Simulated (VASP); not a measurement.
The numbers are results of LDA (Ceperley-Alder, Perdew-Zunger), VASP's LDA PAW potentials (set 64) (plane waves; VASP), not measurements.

Input for VASP

**POSCAR**
```
ZrO2
3.5584340
  0.0000000000   0.7071067969   0.7071067969
  0.7071067969   0.0000000000   0.7071067969
  0.7071067969   0.7071067969   0.0000000000
Zr O
1 2
direct
  0.0000000000   0.0000000000   0.0000000000
  0.2500000000   0.2500000000   0.2500000000
  0.7500000000   0.7500000000   0.7500000000
```

### INCAR
```
ENCUT = 520
LASPH = T   ! aspherical one-centre terms
NEDOS = 601   ! DOS grid
PREC = Accurate
SYSTEM = ZrO2
LORBIT = 11   ! lm-projected
EDIFF = 1E-7
ISMEAR = -5
LCHARG = T
LWAVE = F
ISIF = 2   ! forces and stress, cell fixed
LMAXMIX = 4
ALGO = Normal
LEFG = T
NELM = 100
LREAL = F   ! projection in real space or not
```

KPOINTS:
```
Automatic mesh
0
Gamma
9 9 9
0 0 0
```

POTCAR, in this order: Zr_sv O (LDA.64 set). Program: vasp_std.

### Question
What will the output report for the number of irreducible k-points (NKPTS), largest plane-wave count, number of space-group operations, FFT grid (NGX, NGY, NGZ)?

### Answer

```
Quantity                                       Value
--------------------------------------  ------------
number of irreducible k-points (NKPTS)            35
largest plane-wave count                         881
number of space-group operations                  48
FFT grid (NGX, NGY, NGZ)                28 × 28 × 28
```

The compound is ZrO2 in the fluorite structure, the high-temperature cubic form, which is unstable at 0 K; the monoclinic form is the stable one. It was relaxed first.
